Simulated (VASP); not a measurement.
# GaReSi (P4/nmm) in VASP: further runs

One crystal, GaReSi, is run at these levels: LDA; tasks: single point.

Program: VASP 6.6.1. These are calculated values, not measurements. Logs are shortened: lines on timing, memory, paths and dates and some standing lists are left out, and cuts for length are marked.

## 1. The crystal as given

The structure is tetragonal, space group P4/nmm (No. 129). Conventional cell: a = 3.161 Å, b = 3.161 Å, c = 7.965 Å, α = 90.00°, β = 90.00°, γ = 90.00°. Around Ga (site symmetry 4mm) lie 4 Ga at 2.61 Å and 1 Si at 2.63 Å and 5 Re at 2.67 to 2.82 Å. Si (site symmetry 4mm) is surrounded by 5 Re at 2.52 Å and 4 Si at 2.62 Å and 1 Ga at 2.63 Å. Around Re (site symmetry 4mm) lie 5 Si at 2.52 Å and 5 Ga at 2.67 to 2.82 Å.

## 2. Single point, LDA (relaxed again under DFT LDA, scalar-relativistic, plane waves, PAW)

The input, INCAR:

```
SYSTEM = GaReSi
PREC = Accurate
ENCUT = 520
EDIFF = 1E-7
ISMEAR = 0
SIGMA = 0.01
LREAL = .False.
LASPH = .True.
NELM = 100
ALGO = Fast
ISIF = 2
LWAVE = .False.
LCHARG = .False.
GGA = CA
NBANDS = 33
```

The input, KPOINTS:

```
Automatic mesh
0
Gamma
  12 12 6
  0 0 0
```

The input, POSCAR:

```
GaReSi
1.0
    3.1609569982      0.0000000000      0.0000000000
    0.0000000000      3.1609569982      0.0000000000
    0.0000000000      0.0000000000      7.9650645697
Ga Si Re
2 2 2
Direct
    0.5000000000      0.0000000000      0.9151544235
    0.0000000000      0.5000000000      0.0848455765
    0.0000000000      0.5000000000      0.4147098034
    0.5000000000      0.0000000000      0.5852901966
    0.0000000000      0.5000000000      0.7309906113
    0.5000000000      0.0000000000      0.2690093887
```

Potentials or basis: VASP PAW LDA potentials, release 64 (Ga_d, Si, Re).

Command:

```console
> cat potpaw_LDA.64/Ga_d/POTCAR potpaw_LDA.64/Si/POTCAR potpaw_LDA.64/Re/POTCAR > POTCAR
> mpirun -np 1 vasp_std > vasp.out
```

OUTCAR:

```text
SYSTEM = GaReSi
   PREC = Accurate
   ENCUT = 520
   EDIFF = 1E-7
   ISMEAR = 0
   LREAL = .False.
   LASPH = .True.
   NELM = 100
   ISIF = 2
   GGA = CA

 ion  position               nearest neighbor table
   1  0.500  0.000  0.915-   2 2.61   2 2.61   2 2.61   2 2.61   4 2.63   5 2.67   5 2.67   5 2.67
                             5 2.67   6 2.82
   2  0.000  0.500  0.085-   1 2.61   1 2.61   1 2.61   1 2.61   3 2.63   6 2.67   6 2.67   6 2.67
                             6 2.67   5 2.82
   3  0.000  0.500  0.415-   6 2.52   6 2.52   6 2.52   6 2.52   5 2.52   4 2.62   4 2.62   4 2.62
                             4 2.62   2 2.63
   4  0.500  0.000  0.585-   5 2.52   5 2.52   5 2.52   5 2.52   6 2.52   3 2.62   3 2.62   3 2.62
                             3 2.62   1 2.63
   5  0.000  0.500  0.731-   4 2.52   4 2.52   4 2.52   4 2.52   3 2.52   1 2.67   1 2.67   1 2.67
                             1 2.67   2 2.82
   6  0.500  0.000  0.269-   3 2.52   3 2.52   3 2.52   3 2.52   4 2.52   2 2.67   2 2.67   2 2.67
                             2 2.67   1 2.82

  LATTYP: Found a simple tetragonal cell.
 ALAT       =     3.1609569982
 C/A-ratio  =     2.5198269303

  Lattice vectors:

 A1 = (   3.1609569982,   0.0000000000,   0.0000000000)
 A2 = (   0.0000000000,   3.1609569982,   0.0000000000)
 A3 = (   0.0000000000,   0.0000000000,   7.9650645697)

Analysis of symmetry for initial positions (statically):
=====================================================================
 Subroutine PRICEL returns:
 Original cell was already a primitive cell.

 Routine SETGRP: Setting up the symmetry group for a
 simple tetragonal supercell.

 Subroutine GETGRP returns: Found 16 space group operations
 (whereof  8 operations were pure point group operations)
 out of a pool of 16 trial point group operations.

The static configuration has the point symmetry D_2d.
 The point group associated with its full space group is D_4h.

Analysis of symmetry for dynamics (positions and initial velocities):
=====================================================================
 Subroutine PRICEL returns:
 Original cell was already a primitive cell.

 Routine SETGRP: Setting up the symmetry group for a
 simple tetragonal supercell.

 Subroutine GETGRP returns: Found 16 space group operations
 (whereof  8 operations were pure point group operations)
 out of a pool of 16 trial point group operations.

The dynamic configuration has the point symmetry D_2d.
 The point group associated with its full space group is D_4h.

 Subroutine INISYM returns: Found 16 space group operations
 (whereof  8 operations are pure point group operations),
 and found     1 'primitive' translations
[... 110 lines left out ...]
   ISYM   =      2    0-nonsym 1-usesym 2-fastsym
   POTIM  = 0.5000    time-step for ionic-motion
   TEBEG  =    0.0;   TEEND  =   0.0 temperature during run
   PSTRESS=    0.0 pullay stress
   NELECT =      48.0000    total number of electrons
   NUPDOWN=      -1.0000    fix difference up-down
   EMIN   =  10.00;   EMAX   =-10.00  energy-range for DOS
   EFERMI =   0.00;   METHOD = LEGACY
   ISMEAR =     0;   SIGMA  =   0.01  broadening in eV -4-tet -1-fermi 0-gaus
   EFERMI_NEDOS =   21; number of points for ismear=-14 and -15
   IALGO  =     68    algorithm
   IMIX   =      4    mixing-type and parameters
     AMIX     =   0.40;   BMIX     =  1.00
     AMIX_MAG =   1.60;   BMIX_MAG =  1.00
  volume/ion in A,a.u.               =      13.26        89.51
  Fermi-wavevector in a.u.,A,eV,Ry     =   1.383183  2.613838 26.030614  1.913196
  Thomas-Fermi vector in A             =   2.507805
   LORBIT       =      0    0 simple, 1 ext, 2 COOP (PROOUT), +10 PAW based schemes
   GGA     = CA    functional components
   LHFCALC =     F    Hartree Fock is set to
   AEXX    =    0.0000 exact exchange contribution
   IVDW    =     0    specifies the selected vdW correction
   LEPSILON=     F    determine dielectric tensor
   LRPA    =     F    only Hartree local field effects (RPA)
 non-spin polarized calculation
 RMM-DIIS sequential band-by-band and
 Gauss-broadening in eV      SIGMA  =   0.01
  energy-cutoff  :      520.00
  volume of cell :       79.58
 maximum number of plane-waves:      2168
 NGX is ok and might be reduce to    24
   NGX = 11   NGY = 11   NGZ = 29

 number of electron      47.9999982 magnetization

 Free energy of the ion-electron system (eV)
  ---------------------------------------------------
  ext. energy  EPLUGINS =         0.00000000
  ---------------------------------------------------
  free energy    TOTEN  =       -48.94204771 eV

  energy without entropy =      -48.94204771  energy(sigma->0) =      -48.94204771

 E-fermi :   9.8168     XC(G=0): -13.1108

 val. band max:        9.7452710001   @ k =   0.0000   0.0000   0.5000
 cond. band min:       9.9171022701   @ k =   0.2500   0.0000   0.0000
 fundamental gap:      0.1718312700
 Fermi energy:         9.8168353319

 k-point     1 :       0.0000    0.0000    0.0000
  band No.  band energies     occupation
      1      -5.6355      2.00000
      2      -5.5441      2.00000
      3      -5.4830      2.00000
      4      -5.4192      2.00000
      5      -5.4192      2.00000
      6      -5.2693      2.00000
[... 853 lines left out ...]
     32      14.5563      0.00000
     33      15.5423      0.00000

 [... further k-points ...]

------------------------ aborting loop because EDIFF is reached ----------------------------------------

  FORCE on cell =-STRESS in cart. coord.  units (eV):
  Direction    XX          YY          ZZ          XY          YZ          ZX
  --------------------------------------------------------------------------------------
  -------------------------------------------------------------------------------------
  Total        0.5610276      0.5610276      0.6289737      0.0000000      0.0000000      0.0000000
  in kB       11.2945341     11.2945341     12.6624155      0.0000000      0.0000000      0.0000000
  external PRESSURE =      11.7504946 kB  Pullay stress =       0.0000000 kB

 VOLUME and BASIS-vectors are now :
 -----------------------------------------------------------------------------
  energy-cutoff  :      520.00
  volume of cell :       79.58
      direct lattice vectors                 reciprocal lattice vectors
     3.160956998  0.000000000  0.000000000     0.316359887  0.000000000  0.000000000
     0.000000000  3.160956998  0.000000000     0.000000000  0.316359887  0.000000000
     0.000000000  0.000000000  7.965064570     0.000000000  0.000000000  0.125548260

 POSITION                                       TOTAL-FORCE (eV/Angst)
 -----------------------------------------------------------------------------------
      1.58048      0.00000      7.28926        -0.000000      0.000000      0.018131
      0.00000      1.58048      0.67580        -0.000000      0.000000     -0.018131
      0.00000      1.58048      3.30319        -0.000000     -0.000000      0.030222
      1.58048      0.00000      4.66187         0.000000      0.000000     -0.030222
      0.00000      1.58048      5.82239        -0.000000      0.000000      0.039766
      1.58048      0.00000      2.14268        -0.000000     -0.000000     -0.039766
 -----------------------------------------------------------------------------------
    total drift:                                0.000000      0.000000      0.000000

  FREE ENERGIE OF THE ION-ELECTRON SYSTEM (eV)
  ---------------------------------------------------
  free  energy   TOTEN  =       -48.9420477066 eV

  energy  without entropy=      -48.9420477066  energy(sigma->0) =      -48.94204771
```

stdout:

```text
POSCAR found type information on POSCAR GaSiRe
 POSCAR found :  3 types and       6 ions
 scaLAPACK will be used
 LDA part: xc-table for (Slater(with rela. corr.)+CA(PZ))
 , standard interpolation
 POSCAR, INCAR and KPOINTS ok, starting setup
 FFT: planning ... GRIDC
 FFT: planning ... GRID_SOFT
 FFT: planning ... GRID
 WAVECAR not read
 entering main loop
```

It took 6.7 min on 1 thread of Intel Xeon Platinum 8488C (Sapphire Rapids), shared host; peak memory 0.36 GiB.

What came out:

- Free energy: -48.9420 eV
- Pressure: 1.2 GPa
- Largest force: 0.040 eV/Å
- Band gap on the k mesh: 0.17 eV, indirect (least direct gap 0.86 eV)

Forces in eV/Å, atoms in the order of the input:
```
Ga   0.000  0.000  0.018
Ga   0.000  0.000 -0.018
Si   0.000  0.000  0.030
Si   0.000  0.000 -0.030
Re   0.000  0.000  0.040
Re   0.000  0.000 -0.040
```

Stress tensor (GPa, compression positive):
```
1.13 0.00 0.00
0.00 1.13 0.00
0.00 0.00 1.27
```

Levels at points of the mesh, in eV from the valence-band top:
```tsv
k point	band 22	band 23	band 24	band 25	band 26	band 27
(0.00, 0.00, 0.00)	-0.97	-0.11	0.00	0.86	0.86	3.46
(0.50, 0.00, 0.00)	-2.46	-0.90	-0.90	1.56	1.56	3.07
(0.50, 0.50, 0.00)	-3.36	-0.87	-0.87	1.82	1.82	2.40
(0.00, 0.00, 0.50)	-1.50	-0.11	0.00	1.90	2.43	2.43
(0.50, 0.00, 0.50)	-2.87	-0.83	-0.83	1.72	1.72	3.81
(0.50, 0.50, 0.50)	-1.76	-1.56	-1.56	0.56	0.56	1.82
```

Caveat: spin-orbit coupling is left out, which moves the levels of the heavy elements. A k mesh can miss the band edges.

(Part 1 of 2 ends here.)
